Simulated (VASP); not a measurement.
Input:

```xyz
8
Lattice="4.3287 -7.5042 -0.0005 2.1672 3.7537 0.0000 -0.0004 0.0002 7.0697" Properties=species:S:1:pos:R:3 pbc="T T T"
Cd     2.2284    -1.2866     3.5039
Cd     2.1599     1.2555     7.0635
Cd     4.2682    -4.9668     3.4952
Cd     4.3360    -2.5034     0.0895
Se     2.1850    -1.2615     6.1881
Se     2.1554     1.2581     2.6699
Se     4.3093    -4.9905     6.1882
S      4.3397    -2.5056     2.6700
```

All values below come from PBE GGA, VASP's PBE PAW potentials (set 64) (plane waves; VASP). Settings: 400 eV cut-off, Gaussian smearing of 0.050 eV, potentials Cd Se S.

### Question
What does the run give for the band gap (along the path) with the smallest direct gap where there is one?

### Answer

- band gap (along the path): 0.61 eV
- smallest direct gap (along the path): 0.61 eV

Total energies compare only between runs with the same potentials, cut-off and functional.

The structure was generated: Cd4SSe3 was put into an ordered model structure (Pm), which need not be its known phase. It was relaxed first, which changed the volume by +5 %.
